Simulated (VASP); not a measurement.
Method: PBE GGA, VASP's PBE PAW potentials (set 64) (plane waves; VASP 6.6.1).

Input for VASP

KPOINTS:
```
Automatic
0
gamma
 8 8 8
```

### POSCAR
```
Pt3Ti
1
    3.8181441575     0.0000000000     0.0000000000
   -0.0000000000     3.8181441575     0.0000000000
    0.0000000000    -0.0000000000     3.8181441575
Ti Pt
1 3
Direct
  0.0000000000   0.0000000000   0.0000000000
  0.0000000000   0.5000000000   0.5000000000
  0.5000000000   0.0000000000   0.5000000000
  0.5000000000   0.5000000000   0.0000000000
```

INCAR:
```
ALGO=Normal
EDIFF=1E-6
EDIFFG=-0.02
ENCUT=500
GGA=PE
IBRION=2
ISIF=3
ISMEAR=1
LASPH=.True.
LCHARG=.False.
LMAXMIX=6
LREAL=.False.
LWAVE=.False.
NELM=100
NSW=40
PREC=Accurate
PSTRESS=300
SIGMA=0.1
SYSTEM=Pt3Ti
```

POTCAR, in this order: Ti_sv Pt (PBE.64 set). Program: vasp_std.

What VASP printed:

OSZICAR:
```
       N       E                     dE             d eps       ncg     rms          rms(c)
DAV:   1     0.390320006016E+03    0.39032E+03   -0.21014E+04  1750   0.178E+03
DAV:   2     0.137921220534E+01   -0.38894E+03   -0.38176E+03  1913   0.455E+02
DAV:   3    -0.308000546245E+02   -0.32179E+02   -0.30852E+02  2545   0.112E+02
DAV:   4    -0.318317358394E+02   -0.10317E+01   -0.10267E+01  2106   0.209E+01
DAV:   5    -0.318599815543E+02   -0.28246E-01   -0.28230E-01  2412   0.334E+00    0.266E+01
DAV:   6    -0.301518818162E+02    0.17081E+01   -0.17072E+01  2482   0.314E+01    0.138E+01
DAV:   7    -0.300269001403E+02    0.12498E+00   -0.25028E+01  2406   0.315E+01    0.120E+01
DAV:   8    -0.291920440571E+02    0.83486E+00   -0.17049E+00  2357   0.111E+01    0.479E+00
DAV:   9    -0.291133731641E+02    0.78671E-01   -0.20267E+00  2576   0.807E+00    0.247E+00
DAV:  10    -0.290560701148E+02    0.57303E-01   -0.36115E-01  2413   0.429E+00    0.451E-01
DAV:  11    -0.290585957310E+02   -0.25256E-02   -0.67541E-03  2365   0.713E-01    0.567E-01
DAV:  12    -0.290556208901E+02    0.29748E-02   -0.15228E-02  2422   0.825E-01    0.491E-02
DAV:  13    -0.290556168979E+02    0.39922E-05   -0.29164E-04  2200   0.125E-01    0.244E-02
DAV:  14    -0.290556201632E+02   -0.32652E-05   -0.14292E-04  2527   0.763E-02    0.288E-02
DAV:  15    -0.290556138106E+02    0.63526E-05   -0.25736E-05  2447   0.384E-02    0.791E-03
DAV:  16    -0.290556133204E+02    0.49021E-06   -0.35733E-06  1885   0.129E-02
   1 F= -.18633216E+02 E0= -.18633623E+02  d E =-.186332E+02
```

**OUTCAR**
```
------------------------ aborting loop because EDIFF is reached ----------------------------------------
  FORCE on cell =-STRESS in cart. coord.  units (eV):
  Direction    XX          YY          ZZ          XY          YZ          ZX
  --------------------------------------------------------------------------------------
  Total       10.3913348     10.3913348     10.3913348      0.0000000     -0.0000000      0.0000000
  in kB      299.1058821    299.1058821    299.1058821      0.0000000     -0.0000000      0.0000000
  external PRESSURE =      -0.8941179 kB  Pullay stress =     300.0000000 kB
  volume of cell :       55.66
      direct lattice vectors                 reciprocal lattice vectors
     3.818144157  0.000000000  0.000000000     0.261907345  0.000000000  0.000000000
     0.000000000  3.818144157  0.000000000     0.000000000  0.261907345  0.000000000
     0.000000000  0.000000000  3.818144157     0.000000000  0.000000000  0.261907345
 POSITION                                       TOTAL-FORCE (eV/Angst)
 -----------------------------------------------------------------------------------
      0.00000      0.00000      0.00000         0.000000      0.000000      0.000000
      0.00000      1.90907      1.90907         0.000000      0.000000      0.000000
      1.90907      0.00000      1.90907         0.000000      0.000000      0.000000
      1.90907      1.90907      0.00000         0.000000      0.000000      0.000000
 -----------------------------------------------------------------------------------
    total drift:                                0.000000      0.000000      0.000000
  FREE ENERGIE OF THE ION-ELECTRON SYSTEM (eV)
  ---------------------------------------------------
  free  energy   TOTEN  =       -29.0556133204 eV

  energy  without entropy=      -29.0568337450  energy(sigma->0) =      -29.05602013
  enthalpy is  TOTEN    =       -18.6332157181 eV   P V=       10.4223976023

 reached required accuracy - stopping structural energy minimisation
```
(Selected blocks of OUTCAR.)

The compound is Pt3Ti in the L1_2 structure. It was relaxed first under an external pressure of 30 GPa.
